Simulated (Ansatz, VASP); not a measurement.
## Cross-check of CsPbBr3 between VASP and Ansatz

One calculation is typed for both programs; each brings its own data sets and cutoff. How far apart do they land? The cell is a member of a volume series, scaled by 0.985 from a relaxed one, so a pressure remains.

Program: Ansatz 0.2.0. Level of theory: plane waves, with VASP 6.6.1 beside it; single point at PBEsol and single point at r2SCAN. Results are calculated unless marked as measured.

### Step 1. The structure

It takes space group Pm-3m (No. 221, cubic). Conventional cell: a = 5.852 Å, b = 5.852 Å, c = 5.852 Å, α = 90.00°, β = 90.00°, γ = 90.00°. Pb has 6 Br at 2.93 Å nearest. Nearest to Cs lie 12 Br at 4.14 Å. Nearest to Br lie 2 Pb at 2.93 Å and 4 Cs at 4.14 Å. Farther neighbours and most contacts between anions are not listed.

### Step 2. Ansatz: single point, PBEsol, volume scaled by 0.985

Ansatz runs on its default PAW (the set named soft_2) files.

A single point gives forces, pressure and levels at one fixed geometry, so differences don't come from the geometry; what else differs is listed under the comparison.

input.yaml reads:

```yaml
crystal:
  lattice:
    - [5.85234889, 0.0, 0.0]
    - [0.0, 5.85234889, 0.0]
    - [0.0, 0.0, 5.85234889]
  atoms:
    - { symbol: Pb, position: [0.5, 0.5, 0.5] }
    - { symbol: Cs, position: [0.0, 0.0, 0.0] }
    - { symbol: Br, position: [0.5, 0.5, 0.0] }
    - { symbol: Br, position: [0.5, 0.0, 0.5] }
    - { symbol: Br, position: [0.0, 0.5, 0.5] }
hamiltonian:
  xc: pbesol
  pseudopotentials: { kind: paw }
kpoints:
  mp_grid: { grid: [4, 4, 4] }
scf:
  occupations: { method: gaussian, width: 0.03 }
  n_extra_bands: 5
output:
  forces: true
  stress: true
  eigenvalues: true
  write_density: true
  write_potential: true
  elf: true
  volumetric_format: npy
```

Run with:

```console
$ ansatz run input.yaml --threads 2 --pin off --max-ram 4608MiB --backend cpu --events-out ev --progress --plain --runs-dir out
```

Numbers of over 12 decimals in the logs are rounded to 6 here.

The program printed:

```text
scf.n_extra_bands = 5 over 22 filled bands (N_el = 44.0): the run solves 27 bands
Engine: ansatz 0.2.0, aarch64-unknown-linux-gnu
Pseudopotentials: kind: paw
Pseudopotential: Pb, paw, valence charge 14, recommended cutoff 420 eV (normal), Pb.paw.azcp
Pseudopotential: Cs, paw, valence charge 9, recommended cutoff 420 eV (normal), Cs.paw.azcp
Pseudopotential: Br, paw, valence charge 7, recommended cutoff 420 eV (normal), Br.paw.azcp
Functional definition: PBEsol
  exchange = pbesol_x
  correlation = pbesol_c
Crystal: 5 atoms, lattice volume = 200.443 Å³
Basis set: ecut = 420 eV, 3887 PW (Γ), exchange–correlation on 80×80×80 points (8 copies of the dense FFT grid, shifted against one another)
Bands: 27, of which v1, the nominal top of the filled ones, is band 22 counted from 1 (21 counted from 0)
Symmetry: 48 space group operations
Space group: Pm-3m (ITA 221), of the structure as read, at distance tolerance 5.9e-5 Å
k-points: 10 of 64
Non-local potential: Pb, projectors of the file, l = 0: 2, l = 1: 2, l = 2: 2, l = 3: 2
Non-local potential: Cs, projectors of the file, l = 0: 3, l = 1: 2, l = 2: 2, l = 3: 2
Non-local potential: Br, projectors of the file, l = 0: 2, l = 1: 2, l = 2: 2
PAW form: soft (Blöchl's): semilocal exchange-correlation on the pseudo side does not see the compensation charge
PAW frozen core: Pb, regenerated for the run's functional, and the local potential with it (the file was generated under x = pbe(κ = 0.804, μ = 0.219515), c = pbe(β = 0.066725))
PAW frozen core: Cs, regenerated for the run's functional, and the local potential with it (the file was generated under x = pbe(κ = 0.804, μ = 0.219515), c = pbe(β = 0.066725))
PAW frozen core: Br, regenerated for the run's functional, and the local potential with it (the file was generated under x = pbe(κ = 0.804, μ = 0.219515), c = pbe(β = 0.066725))
PAW one-centre angular grid: Pb, 590 points (default); XC on 64 Gauss nodes
PAW one-centre angular grid: Cs, 194 points (default); XC on 64 Gauss nodes
PAW one-centre angular grid: Br, 110 points (default); XC on 64 Gauss nodes
Initial density: superposition of atomic densities (neutral atoms: chi_scale 0, normalization atom), corrected by the library's trained network
Initial wavefunctions: pseudopotential atomic-orbital guess
Functional: x = pbesol(κ = 0.804, μ = 0.123457), c = pbesol(β = 0.046)
SCF iter   1: F=—  HF=-25556.439805 eV  |F-HF|=—  |Δ(HF+E_count)|=         —  Δρ=1.30e-3  dr2=4.69e-3  ethr=1.77e-3  ⟨swp⟩=8.3  Hψ=1476  notcnv=0
preconditioner: auto → Resta (q_TF=auto, 2.119 Å⁻¹)  ε∞=2.8  [insulator: Δε(μ)=1.364 eV  Ē_g=12.724 eV  σ=0.030 eV  W_gap=1.00  n_scr=26 (ndim 8)  ℏωp=17.0 eV  f_vac=0.043  D(μ)=0.00/eV (n_scr^D=0)  ε∞_Penn≈2.8]
SCF iter   2: F=—  HF=-25556.439148 eV  |F-HF|=—  |Δ(HF+E_count)|=   6.57e-4  Δρ=7.52e-4  dr2=1.15e-3  ethr=1.07e-5  ⟨swp⟩=2.1  Hψ=589  notcnv=0  defer=6
SCF iter   3: F=—  HF=-25556.439324 eV  |F-HF|=—  |Δ(HF+E_count)|=   1.76e-4  Δρ=2.41e-4  dr2=1.27e-4  ethr=2.61e-6  ⟨swp⟩=2.0  Hψ=422  notcnv=0  defer=6
SCF iter   4: F=—  HF=-25556.439316 eV  |F-HF|=—  |Δ(HF+E_count)|=   8.49e-6  Δρ=9.38e-5  dr2=1.65e-5  ethr=2.89e-7  ⟨swp⟩=2.0  Hψ=453  notcnv=0  defer=6
SCF iter   5: F=—  HF=-25556.439354 eV  |F-HF|=—  |Δ(HF+E_count)|=   3.85e-5  Δρ=1.58e-5  dr2=6.22e-7  ethr=3.74e-8  ⟨swp⟩=2.0  Hψ=470  notcnv=0  defer=6
SCF iter   6: F=-25556.439354 eV  HF=-25556.439354 eV  |F-HF|=2.54e-8  |Δ(HF+E_count)|=   4.17e-7  Δρ=3.03e-6  dr2=2.97e-8  ethr=2.27e-10  ⟨swp⟩=15.0  Hψ=2353  notcnv=0
SCF 1 converged in 6 iterations: F = -25556.439354 eV  dr2 = 2.97e-8
  greatest PAW one-centre occupation: 0.982 electrons in one spin orbital (limit 2), on the Pb atom at site 0 (counted from 0), in its partial waves of l = 2
SCF converged after 6 iterations
Free energy (F): -25556.439354 eV
Harris-Foulkes:  -25556.439354 eV  (|F-HF|=2.54e-8)
Internal energy: -25556.439354 eV  (E = F + TS)
E sigma→0 (E₀):  -25556.439354 eV
Fermi energy:    4.543402 eV
--- Per-component energies (eV) ---
  E_band       = -241.281948
  E_kinetic    = 830.077360
  E_local      = -2652.554242  (includes V_loc(G=0)·N_el)
  E_nonlocal   = 595.125259
  E_hartree    = 972.359934
  E_xc         = -1177.401335
  E_vxc        = -571.473794  (∫ρ·V_xc dr)
  E_paw        = -21844.929023  (= ΣΔE_a)
  E_vpaw       = -387.181466  (= ΣTr[D̂ρ^β])
  E_aug_tail   = 0.000044  (compensation charges beyond the density's cutoff)
  E_ewald      = -2279.600438
  E_core_change = 0.483088  (= ΣΔE_core)
  E_smearing   = -0.000000  (= −TS)
  E_closure    = -0.000000  (closes the sum)
  Σ components = -25556.439354   (vs F -25556.439354, Δ=0.00e0)
--- Forces (eV/Å), atoms counted from 1 ---
  atom   1  Pb     0.00000000     0.00000000     0.00000000
  atom   2  Cs    -0.00000000     0.00000000     0.00000000
  atom   3  Br     0.00000000     0.00000000     0.00000000
  atom   4  Br     0.00000000    -0.00000000     0.00000000
  atom   5  Br     0.00000000     0.00000000     0.00000000
  max |Σ_I F_I| component: 1.51e-28 eV/Å
--- Stress (GPa, compression-positive) ---
        0.335754       0.000000       0.000000
        0.000000       0.335754       0.000000
        0.000000       0.000000       0.335754
  P = ⅓ Tr σ = 0.3358 GPa (3.358 kbar)
--- Band table (eV; the first three rows and the last of 10) ---
  k-point 0: bands = [... 18 lower, 1.6114, 1.7366, 1.7366, 1.7366, 6.6783, 7.8031, 7.8031, 8.5482, ... 1 higher]
  k-point 1: bands = [... 18 lower, 1.5417, 1.6739, 1.6739, 1.7642, 7.2636, 8.0613, 8.2201, 8.2619, ... 1 higher]
  k-point 2: bands = [... 18 lower, 1.4742, 1.6223, 1.6223, 2.3761, 6.3204, 8.1685, 8.7433, 8.8613, ... 1 higher]
  k-point 9: bands = [... 18 lower, 2.1170, 2.1170, 2.1170, 3.8532, 5.2343, 5.2343, 5.2343, 8.1892, ... 1 higher]
```

Run time: 5.4 s. Hardware: 2 threads of Arm Neoverse N1, shared host; peak memory 0.43 GiB.

Reading the cycles: dr2 is the Hartree energy of the density residual (eV), the measure of convergence; HF is the Harris–Foulkes estimate of the energy, which meets the free energy F at convergence.

The run ends at a pressure of 0.34 GPa.

### Step 3. VASP: single point, PBEsol, volume scaled by 0.985

The same cell, functional, mesh and smearing now go to VASP, with its own data sets and cutoff.

Lines of VASP's logs that name or quote its potential files are left out, and so is its time.

The input asks for a relaxation, which ended at its first step since no free force or stress exceeded the threshold; so it serves as a single point.

INCAR reads:

```
SYSTEM = CsPbBr3
PREC = Accurate
ENCUT = 500
EDIFF = 1E-06
NELM = 100
ISMEAR = 0
SIGMA = 0.03
LREAL = .FALSE.
ALGO = Normal
GGA = PS
NBANDS = 28
LORBIT = 11
LWAVE = .FALSE.
LCHARG = .FALSE.
KPAR = 8
IBRION = 2
NSW = 30
ISIF = 4
EDIFFG = -0.01
```

POSCAR reads:

```
CsPbBr3
1.0
    5.8523488868      0.0000000000      0.0000000000
    0.0000000000      5.8523488868      0.0000000000
    0.0000000000      0.0000000000      5.8523488868
Pb Cs Br
1 1 3
Direct
    0.5000000000      0.5000000000      0.5000000000
    0.0000000000      0.0000000000      0.0000000000
    0.5000000000      0.5000000000      0.0000000000
    0.5000000000      0.0000000000      0.5000000000
    0.0000000000      0.5000000000      0.5000000000
```

KPOINTS reads:

```
Automatic mesh
0
Gamma
4 4 4
0 0 0
```

PAW data sets: Pb_d, Cs_sv and Br (PBE family, release 64).

Run with:

```console
$ mpirun -np 8 vasp_std
```

The program printed:

```text
[banner, memory and clock lines left out]
running    8 mpi-ranks, on    1 nodes
 distrk:  each k-point on    1 cores,    8 groups
 distr:  one band on    1 cores,    1 groups

 POSCAR found type information on POSCAR PbCsBr
 POSCAR found :  3 types and       5 ions
|                                                                             |
|           W    W    AA    RRRRR   N    N  II  N    N   GGGG   !!!           |
|           W    W   A  A   R    R  NN   N  II  NN   N  G    G  !!!           |
|           W    W  A    A  R    R  N N  N  II  N N  N  G       !!!           |
|           W WW W  AAAAAA  RRRRR   N  N N  II  N  N N  G  GGG   !            |
|           WW  WW  A    A  R   R   N   NN  II  N   NN  G    G                |
|           W    W  A    A  R    R  N    N  II  N    N   GGGG   !!!           |
|                                                                             |
|     For optimal performance we recommend to set                             |
|       NCORE = 2 up to number-of-cores-per-socket                            |
|     NCORE specifies how many cores store one orbital (NPAR=cpu/NCORE).      |
|     This setting can greatly improve the performance of VASP for DFT.       |
|     The default, NCORE=1 might be grossly inefficient on modern             |
|     multi-core architectures or massively parallel machines. Do your        |
|     Unfortunately you need to use the default for GW and RPA                |
|     calculations (for HF NCORE is supported but not extensively tested      |
|     yet).                                                                   |
|                                                                             |

|                                                                             |
|               ----> ADVICE to this user running VASP <----                  |
|                                                                             |
|     You enforced a specific xc type in the INCAR file but a different       |
|     [... a line on the potential file left out ...]
|     I HOPE YOU KNOW WHAT YOU ARE DOING!                                     |
|                                                                             |

 LDA part: xc-table for (Slater+PW92), standard interpolation
 POSCAR, INCAR and KPOINTS ok, starting setup
 FFT: planning ... GRIDC
 FFT: planning ... GRID_SOFT
 FFT: planning ... GRID
 WAVECAR not read
 entering main loop
       N       E                     dE             d eps       ncg     rms          rms(c)
DAV:   1     0.390098746631E+03    0.39010E+03   -0.18372E+04   560   0.134E+03
DAV:   2     0.333787578719E+02   -0.35672E+03   -0.34631E+03   644   0.309E+02
DAV:   3    -0.151921819580E+02   -0.48571E+02   -0.47926E+02   688   0.122E+02
DAV:   4    -0.172247250965E+02   -0.20325E+01   -0.20258E+01   720   0.310E+01
DAV:   5    -0.172764193349E+02   -0.51694E-01   -0.51648E-01   692   0.437E+00    0.448E+00
DAV:   6    -0.168056729885E+02    0.47075E+00   -0.80405E-01   824   0.926E+00    0.257E+00
DAV:   7    -0.167639976647E+02    0.41675E-01   -0.43214E-01   828   0.390E+00    0.904E-01
DAV:   8    -0.167699936244E+02   -0.59960E-02   -0.55860E-02   780   0.199E+00    0.182E-01
DAV:   9    -0.167699624393E+02    0.31185E-04   -0.89412E-03   804   0.772E-01    0.952E-02
DAV:  10    -0.167701442273E+02   -0.18179E-03   -0.80392E-04   712   0.183E-01    0.384E-02
DAV:  11    -0.167702266749E+02   -0.82448E-04   -0.17592E-04   712   0.954E-02    0.109E-02
DAV:  12    -0.167702288511E+02   -0.21762E-05   -0.20228E-05   856   0.416E-02    0.714E-03
DAV:  13    -0.167702287827E+02    0.68367E-07   -0.27295E-06   612   0.140E-02
   1 F= -.16770229E+02 E0= -.16770229E+02  d E =-.167702E+02
 curvature:   0.00 expect dE= 0.000E+00 dE for cont linesearch  0.000E+00
 trial: gam= 0.00000 g(F)=  0.000E+00 g(S)=  0.259E-33 ort = 0.000E+00 (trialstep = 0.100E+01)
 search vector abs. value=  0.100E-09
 reached required accuracy - stopping structural energy minimisation
```

Parts of OUTCAR (step 3):

```text
ion  position               nearest neighbor table
   1  0.500  0.500  0.500-   3 2.93   4 2.93   5 2.93   3 2.93   4 2.93   5 2.93
   2  0.000  0.000  0.000-
   3  0.500  0.500  0.000-   1 2.93   1 2.93
   4  0.500  0.000  0.500-   1 2.93   1 2.93
   5  0.000  0.500  0.500-   1 2.93   1 2.93

  LATTYP: Found a simple cubic cell.
 ALAT       =     5.8523488868

 Subroutine GETGRP returns: Found 48 space group operations
 (whereof 48 operations were pure point group operations)

The static configuration has the point symmetry O_h .

 Found     10 irreducible k-points:

   k-points           NKPTS =     10   k-points in BZ     NKDIM =     10   number of bands    NBANDS=     28

   dimension x,y,z NGX =    48 NGY =   48 NGZ =   48
   dimension x,y,z NGXF=    96 NGYF=   96 NGZF=   96

   ENCUT  =  500.0 eV  36.75 Ry    6.06 a.u.  10.67 10.67 10.67*2*pi/ulx,y,z

   NELECT =      44.0000    total number of electrons

 k-points in reciprocal lattice and weights: Automatic mesh
   0.00000000  0.00000000  0.00000000       0.016
   0.25000000  0.00000000  0.00000000       0.094
   0.50000000  0.00000000  0.00000000       0.047
   0.25000000  0.25000000  0.00000000       0.188
   0.50000000  0.25000000  0.00000000       0.188
   0.50000000  0.50000000  0.00000000       0.047
   0.25000000  0.25000000  0.25000000       0.125
   0.50000000  0.25000000  0.25000000       0.188
   0.50000000  0.50000000  0.25000000       0.094
   0.50000000  0.50000000  0.50000000       0.016

 average (electrostatic) potential at core
       1 -95.6950       2 -49.6737       3 -63.9625       4 -63.9625       5 -63.9625

 E-fermi :   1.4445

 k-point     1 :       0.0000    0.0000    0.0000
  band No.  band energies     occupation
    ...
     18      -0.9204      2.00000
     19      -0.9204      2.00000
     20      -0.7968      2.00000
     21      -0.7968      2.00000
     22      -0.7968      2.00000
     23       4.1420      0.00000
     24       5.2652      0.00000
     25       5.2652      0.00000
     26       6.0107      0.00000
     27       6.0107      0.00000
    ...

 k-point     2 :       0.2500    0.0000    0.0000
  band No.  band energies     occupation
    ...
     18      -0.9907      2.00000
     19      -0.9907      2.00000
     20      -0.8596      2.00000
     21      -0.8596      2.00000
     22      -0.7710      2.00000
     23       4.7277      0.00000
     24       5.5243      0.00000
     25       5.6833      0.00000
     26       5.7261      0.00000
     27       6.2255      0.00000
    ...

 k-point     3 :       0.5000    0.0000    0.0000
  band No.  band energies     occupation
    ...
     18      -1.0724      2.00000
     19      -1.0596      2.00000
     20      -0.9114      2.00000
     21      -0.9114      2.00000
     22      -0.1627      2.00000
     23       3.7823      0.00000
     24       5.6326      0.00000
     25       6.2098      0.00000
     26       6.3253      0.00000
     27       6.5446      0.00000
    ...

  Total        0.4147189      0.4147189      0.4147189      0.0000000     -0.0000000     -0.0000000
  in kB        3.3149256      3.3149256      3.3149256      0.0000000     -0.0000000     -0.0000000
  external PRESSURE =       3.3149256 kB  Pullay stress =       0.0000000 kB

  energy-cutoff  :      500.00
  volume of cell :      200.44
      direct lattice vectors                 reciprocal lattice vectors
     5.852348887  0.000000000  0.000000000     0.170871563  0.000000000  0.000000000
     0.000000000  5.852348887  0.000000000     0.000000000  0.170871563  0.000000000
     0.000000000  0.000000000  5.852348887     0.000000000  0.000000000  0.170871563

 POSITION                                       TOTAL-FORCE (eV/Angst)
 -----------------------------------------------------------------------------------
      2.92617      2.92617      2.92617         0.000000      0.000000      0.000000
      0.00000      0.00000      0.00000         0.000000      0.000000      0.000000
      2.92617      2.92617      0.00000         0.000000      0.000000      0.000000
      2.92617      0.00000      2.92617         0.000000      0.000000      0.000000
      0.00000      2.92617      2.92617         0.000000      0.000000      0.000000
 -----------------------------------------------------------------------------------
    total drift:                                0.000000     -0.000000     -0.000000

  FREE ENERGIE OF THE ION-ELECTRON SYSTEM (eV)
  ---------------------------------------------------
  free  energy   TOTEN  =       -16.7702287827 eV

  energy  without entropy=      -16.7702287827  energy(sigma->0) =      -16.77022878

 reached required accuracy - stopping structural energy minimisation

 total charge
# of ion       s       p       d       tot
------------------------------------------
    1        1.494   0.486   9.853  11.833
    2        1.841   4.699   0.012   6.552
    3        1.604   3.238   0.008   4.850
    4        1.604   3.238   0.008   4.850
    5        1.604   3.238   0.008   4.850
--------------------------------------------------
tot          8.145  14.898   9.890  32.934

[... 3 further parts left out ...]
```

CONTCAR:

```
CsPbBr3
   1.00000000000000
     5.8523488867999998    0.0000000000000000    0.0000000000000000
     0.0000000000000000    5.8523488867999998    0.0000000000000000
     0.0000000000000000    0.0000000000000000    5.8523488867999998
  Pb              Cs              Br
     1     1     3
Direct
     0.5000000000000000    0.5000000000000000    0.5000000000000000
     0.0000000000000000    0.0000000000000000    0.0000000000000000
     0.5000000000000000    0.5000000000000000    0.0000000000000000
     0.5000000000000000    0.0000000000000000    0.5000000000000000
     0.0000000000000000    0.5000000000000000    0.5000000000000000
```

The run keeps the 48 symmetry operations of its start, so it cannot find a distortion of lower symmetry.

### Step 4. Side by side

Known differences besides the potentials themselves: the cutoff is 420 eV in Ansatz and 500 eV in VASP; Ansatz makes its cores anew for this functional, VASP keeps those of its PBE data sets; VASP leaves aspherical gradient terms in its spheres out (LASPH is not set), Ansatz keeps them. Total energies have different zeros and are not compared.

Both answers:

| quantity | Ansatz | VASP | difference |
| --- | --- | --- | --- |
| pressure (GPa) | 0.34 | 0.33 | 0.00 |
| gap on the k mesh (eV) | 1.381 | 1.385 | -0.003 |

A gap on the mesh is an upper bound, since the band edges may lie between its points; neither run holds spin-orbit coupling, which can move the band edges of a compound of Pb. Ansatz's pressure holds a Pulay correction of 0.01 GPa; VASP's holds none.

### Step 5. What the set-up changes

Further runs change the set-up of one program: Ansatz's method, potentials or start, or VASP's data sets, cutoff or form of LDA. The table gives Ansatz less VASP for each quantity, since a change that brings one quantity closer may part another.

```csv
run,pressure (GPa),gap on the k mesh (eV)
as above,0.0043,-0.0035
Ansatz's all-electron LAPW method,0.0074,-0.0047
```

(Continued in part 2 of 2.)

[Lines on the potential files, build, host, timing and source positions are cut from VASP's logs without a mark.]

[Logs are printed without paths, hosts, clocks, repeated set-up lines and the standing remarks that a program may print on its own settings, such as how far it seeks lower states.]

[Hosts, paths, dates, database ids (printed as entryN), source tags and the programs' standing remarks are cut or masked in the printed files.]
